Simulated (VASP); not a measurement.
These are PBEsol GGA, VASP's PBE PAW potentials (set 64) (plane waves; VASP) values and carry that method's errors.

VASP ran on this input.

### INCAR
```
SYSTEM = La
PREC = Accurate
ENCUT = 520
EDIFF = 1E-6
NELM = 100
ALGO = Normal
LREAL = .FALSE.
LASPH = .TRUE.
ISMEAR = 1
SIGMA = 0.1
GGA = PS
LMAXMIX = 6
LWAVE = .FALSE.
LCHARG = .FALSE.
IBRION = 2
ISIF = 3
NSW = 60
EDIFFG = -0.02
```

### KPOINTS
```
Automatic mesh
0
G
 9 9 3
0 0 0
```

File POSCAR:
```
La
1.0
  1.8214836803  -3.1549024841   0.0000000000
  1.8214836803   3.1549024841   0.0000000000
  0.0000000000   0.0000000000  11.8860711649
La
4
Cartesian
  0.0000000000   0.0000000000   5.9430355825
  0.0000000000   0.0000000000   0.0000000000
  1.8214836803   1.0516362646   2.9715177912
  1.8214836803  -1.0516362646   8.9145533737
```

POTCAR, in this order: La (PBE.64 set). Program: vasp_std.

Task: What will the output report for the number of irreducible k-points (NKPTS), largest plane-wave count, number of space-group operations, FFT grid (NGX, NGY, NGZ)?

Result: 
The number of irreducible k-points (NKPTS) is 24 and the largest plane-wave count is 3698. The number of space-group operations comes out as 24 and the FFT grid (NGX, NGY, NGZ) is 28 × 28 × 90.

The compound is La in the dhcp structure. This run relaxes it. Symmetry was kept, so distortions that lower it aren't found. The start is the result of an earlier pass.
